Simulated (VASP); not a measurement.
Computed results, one entry a study.

```
Al(100), as cut: electronic structure
1.0
     2.86378    0.00000    0.00000
     0.00000    2.86378    0.00000
     0.00000    0.00000   34.20000
Al
9
Direct
  0.00000 0.00000 0.26316
  0.50000 0.50000 0.32237
  0.00000 0.00000 0.38158
  0.50000 0.50000 0.44079
  0.00000 0.00000 0.50000
  0.50000 0.50000 0.55921
  0.00000 0.00000 0.61842
  0.50000 0.50000 0.67763
  0.00000 0.00000 0.73684
# method: PBE; plane waves and PAW (Al) (and 1 further level or step)
# program: VASP 6.6.1
# settings of one run: field 0.1, PAW datasets (Al), PAW release PBE 64, 18×18×1 k-mesh, ENCUT 300 eV, ISMEAR -1, SIGMA 0.1 eV
# notes: The cell in the plane was kept as given and was not relaxed here.
# work function of the slab: 4.24 eV
# polarisability per area of the slab or monolayer: 1.55 Å
```

[Lines on the potential files, build, host, timing and source positions are cut from VASP's logs without a mark.]

[Logs are printed without paths, hosts, clocks, repeated set-up lines and the standing remarks that a program may print on its own settings, such as how far it seeks lower states.]

[Hosts, paths, dates, database ids (printed as entryN), source tags and the programs' standing remarks are cut or masked in the printed files.]

[In band tables of VASP the shares of atoms and orbitals are scaled to a sum of 1 inside the atoms' spheres.]

[Runs that stopped without an error message from VASP are left out.]
